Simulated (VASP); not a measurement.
Data:

```xyz
2
Lattice="1.4642 -2.5361 0.0000 1.4642 2.5361 0.0000 0.0000 0.0000 4.6423" Properties=species:S:1:pos:R:3 pbc="T T T"
Ti     1.4642     0.8454     1.1606
Ti     1.4642    -0.8454     3.4817
```

Method: PBE GGA, VASP's PBE PAW potentials (set 64) (plane waves; VASP). Settings: 480 eV cut-off, 14×14×8 Γ-centred mesh, first-order Methfessel-Paxton smearing of 0.10 eV, potentials Ti_sv.

Q: The ions, cell shape and volume at an external pressure of 2.0 GPa are relaxed. Which structure does the run end with?

A: 
```xyz
2
Lattice="1.4586 -2.5263 0.0000 1.4586 2.5263 0.0000 0.0000 0.0000 4.6219" Properties=species:S:1:pos:R:3 pbc="T T T"
Ti     1.4586     0.8421     1.1555
Ti     1.4586    -0.8421     3.4664
```
Space group P6_3/mmc (194), at a tolerance of 0.03 Å.

Q: How do energy and volume change from the first to the last step?

A: The energy (σ→0) changes by +1.6 meV/atom and the volume by -1.2 %, in 3 ionic steps.

The compound is Ti in the hcp structure. This run relaxes it under an external pressure of 2 GPa. Symmetry was kept, so distortions that lower it aren't found.
